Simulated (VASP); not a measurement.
Crystal: Sb2Te4O.

```
CELL_PARAMETERS angstrom
0.00000 4.86661 4.86661
4.86661 0.00000 4.86661
4.86661 4.86661 0.00000
ATOMIC_POSITIONS crystal
Sb 0.25000 0.25000 0.25000
Sb 0.00000 0.00000 0.00000
Te 0.65227 0.04320 0.65227
Te 0.65227 0.65227 0.65227
Te 0.04320 0.65227 0.65227
Te 0.65227 0.65227 0.04320
O 0.50000 0.50000 0.50000
```

The cell was built by a generator and needn't be a form met in nature.

- Program: VASP 6.6.1
- Task: relaxation of cell and atoms
- Functional: PBE
- Potentials or basis: VASP PAW PBE potentials, release 64 (Sb, Te, O)
- Cutoff: 520 eV
- k mesh: 3 × 3 × 3
- Occupations: gaussian, width 0.15 eV
- Spin: no spin polarisation

At the start: pressure 3.1 GPa; volume 32.93 Å³/atom.

How do energy, volume and symmetry change on relaxing?

Over 6 steps the energy falls by 348.2 meV/atom and the volume is 29.82 Å³/atom (-9.4 %); space group F-43m (No. 216, to 0.05 Å).

The path:
| step | energy change (eV) | largest force (eV/Å) | pressure (GPa) | volume (Å³) |
| --- | --- | --- | --- | --- |
| 1 | 0.0000 | 5.7724 | 3.13 | 230.52 |
| 2 | -1.5336 | 0.4451 | -5.48 | 252.67 |
| 3 | -1.7902 | 0.5993 | -4.15 | 244.24 |
| 4 | -2.3919 | 0.2280 | -1.37 | 218.17 |
| 5 | -2.4372 | 0.0468 | -0.47 | 211.62 |
| 6 | -2.4373 | 0.0550 | 0.19 | 208.76 |

Final structure:
```xyz
7
Lattice="0.0000 4.7084 4.7084 4.7084 0.0000 4.7084 4.7084 4.7084 0.0000" Properties=species:S:1:pos:R:3 pbc="T T T"
Sb    2.3542    2.3542    2.3542
Sb    0.0000    4.7084    4.7084
Te    3.4178    5.9989    3.4178
Te    5.9989    5.9989    5.9989
Te    5.9989    3.4178    3.4178
Te    3.4178    3.4178    5.9989
O     4.7084    4.7084    4.7084
```

Caveat: the k mesh is coarse (spacing up to 0.37 Å⁻¹), so the values aren't converged.
